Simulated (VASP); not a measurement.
Here is the system:

```
AgCl
1.0
    0.00000     2.79853     2.79853
    2.79853     0.00000     2.79853
    2.79853     2.79853     0.00000
Ag Cl
1 1
Cartesian
  0.00000   0.00000   0.00000
  2.79853   2.79853   2.79853
```

These are PBE GGA, VASP's PBE PAW potentials (set 64) (plane waves; VASP 6.6.1) values and carry that method's errors. Settings: 400 eV cut-off, 7×7×7 Γ-centred mesh, Gaussian smearing of 0.050 eV, potentials Ag Cl.

### Question
What does the run give for the energy per atom (σ→0)?

### Answer

energy per atom (σ→0): -2.700 eV/atom

Total energies compare only between runs with the same potentials, cut-off and functional.

The compound is AgCl in the rock salt structure. It was relaxed first. The start is the result of an earlier pass.
